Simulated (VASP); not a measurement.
Computed with PBEsol GGA, VASP's PBE PAW potentials (set 64) (plane waves; VASP).

A VASP calculation is set up with these files.

KPOINTS:
```
Automatic mesh
0
Gamma
18 18 10
0 0 0
```

### POSCAR
```
Be
1.0
  1.1277801805  -1.9533724056   0.0000000000
  1.1277801805   1.9533724056   0.0000000000
  0.0000000000   0.0000000000   3.5674272054
Be
2
Cart
  1.1277801805   0.6511254374   0.8918568014
  1.1277801805  -0.6511254374   2.6755704041
```

**INCAR**
```
SYSTEM = Be
PREC = Accurate; ENCUT = 500; LREAL = .FALSE.
LASPH = .TRUE.
EDIFF = 1E-6; NELM = 100; ALGO = Normal
ISMEAR = 1; SIGMA = 0.1
GGA = PS
IBRION = 2; NSW = 40; ISIF = 3
EDIFFG = -0.02; PSTRESS = 50
LWAVE = .FALSE.; LCHARG = .FALSE.
```

POTCAR, in this order: Be (PBE.64 set). Program: vasp_std.

Output of the run:

### OUTCAR
```
 ion  position               nearest neighbor table
   1  0.333  0.667  0.250-   2 2.21   2 2.21   2 2.21   2 2.21   2 2.21   2 2.21
   2  0.667  0.333  0.750-   1 2.21   1 2.21   1 2.21   1 2.21   1 2.21   1 2.21
  LATTYP: Found a hexagonal cell.
 ALAT       =     2.2555602166
 C/A-ratio  =     1.5816147045
 Subroutine PRICEL returns:
 Original cell was already a primitive cell.
 Subroutine GETGRP returns: Found 24 space group operations
The static configuration has the point symmetry D_3d.
 The point group associated with its full space group is D_6h.
The dynamic configuration has the point symmetry D_3d.
 Subroutine INISYM returns: Found 24 space group operations
 Subroutine IBZKPT returns following result:
 Found    222 irreducible k-points:

 Following reciprocal coordinates:
            Coordinates               Weight
  0.000000  0.000000  0.000000      1.000000
  0.055556  0.000000  0.000000      6.000000
  0.111111  0.000000  0.000000      6.000000
  0.166667 -0.000000  0.000000      6.000000
  0.222222  0.000000  0.000000      6.000000
  0.277778  0.000000  0.000000      6.000000
  0.333333 -0.000000  0.000000      6.000000
...
```

OSZICAR:
```
       N       E                     dE             d eps       ncg     rms          rms(c)
DAV:   1    -0.320795218427E+01   -0.32080E+01   -0.17338E+03  2664   0.526E+02
DAV:   2    -0.799577262671E+01   -0.47878E+01   -0.45535E+01  4068   0.616E+01
DAV:   3    -0.802561406559E+01   -0.29841E-01   -0.29727E-01  3540   0.441E+00
DAV:   4    -0.802564056897E+01   -0.26503E-04   -0.26503E-04  3834   0.127E-01
DAV:   5    -0.802564058505E+01   -0.16077E-07   -0.16606E-07  3522   0.154E-03    0.125E+00
DAV:   6    -0.800248735053E+01    0.23153E-01   -0.25927E-03  3006   0.735E-01    0.759E-01
DAV:   7    -0.799280901315E+01    0.96783E-02   -0.36656E-03  2994   0.758E-01    0.142E-02
DAV:   8    -0.799280703016E+01    0.19830E-05   -0.13311E-05  4146   0.360E-02    0.603E-03
DAV:   9    -0.799280769859E+01   -0.66843E-06   -0.45405E-07  2886   0.643E-03
   1 F= -.75022907E+01 E0= -.75022390E+01  d E =-.750229E+01
       N       E                     dE             d eps       ncg     rms          rms(c)
DAV:   1    -0.798508501003E+01    0.77220E-02   -0.34803E-02  2844   0.244E+00    0.762E-02
DAV:   2    -0.798501050804E+01    0.74502E-04   -0.49155E-05  4212   0.801E-02    0.473E-02
DAV:   3    -0.798497581647E+01    0.34692E-04   -0.21854E-05  2898   0.819E-02    0.164E-03
DAV:   4    -0.798497533566E+01    0.48081E-06   -0.88542E-08  2388   0.395E-03
   2 F= -.75118790E+01 E0= -.75118250E+01  d E =-.958825E-02
       N       E                     dE             d eps       ncg     rms          rms(c)
DAV:   1    -0.798399316652E+01    0.98265E-03   -0.11795E-04  2874   0.142E-01    0.454E-03
DAV:   2    -0.798399333362E+01   -0.16710E-06   -0.17235E-07  3960   0.478E-03
   3 F= -.75119110E+01 E0= -.75118568E+01  d E =-.962024E-02
```

**OUTCAR**
```
------------------------ aborting loop because EDIFF is reached ----------------------------------------
  FORCE on cell =-STRESS in cart. coord.  units (eV):
  Direction    XX          YY          ZZ          XY          YZ          ZX
  --------------------------------------------------------------------------------------
  Total        0.4533535      0.4533534      0.5096541      0.0000000      0.0000000      0.0000000
  in kB       48.0163564     48.0163482     53.9793622      0.0000000      0.0000000      0.0000000
  external PRESSURE =       0.0040223 kB  Pullay stress =      50.0000000 kB
  volume of cell :       15.13
      direct lattice vectors                 reciprocal lattice vectors
     1.113293558 -1.928280842 -0.000000000     0.449117842 -0.259298329 -0.000000000
     1.113293558  1.928280842  0.000000000     0.449117842  0.259298329 -0.000000000
     0.000000000  0.000000000  3.523289924    -0.000000000 -0.000000000  0.283825635
 POSITION                                       TOTAL-FORCE (eV/Angst)
 -----------------------------------------------------------------------------------
      1.11329      0.64276      0.88082        -0.000000      0.000000      0.000000
      1.11329     -0.64276      2.64247         0.000000     -0.000000      0.000000
 -----------------------------------------------------------------------------------
    total drift:                                0.000000     -0.000004      0.000005
  FREE ENERGIE OF THE ION-ELECTRON SYSTEM (eV)
  ---------------------------------------------------
  free  energy   TOTEN  =        -7.9839933336 eV

  energy  without entropy=       -7.9838307463  energy(sigma->0) =       -7.98393914
  enthalpy is  TOTEN    =        -7.5119109633 eV   P V=        0.4720823703

 reached required accuracy - stopping structural energy minimisation
```
(Selected blocks of OUTCAR.)

File CONTCAR:
```
Be
   1.00000000000000
     1.1132935584519916   -1.9282808424306617   -0.0000000000000000
     1.1132935584519916    1.9282808424306617    0.0000000000000000
     0.0000000000000000    0.0000000000000000    3.5232899241609541
  Be
     2
Direct
     0.3333330000000032    0.6666669999999968    0.2500000000000000
     0.6666669999999968    0.3333330000000032    0.7500000000000000
```

Energy and stress use the plane-wave basis of the starting cell.

The compound is Be in the hcp structure. This run relaxes it under an external pressure of 5 GPa. Symmetry was kept, so distortions that lower it aren't found.
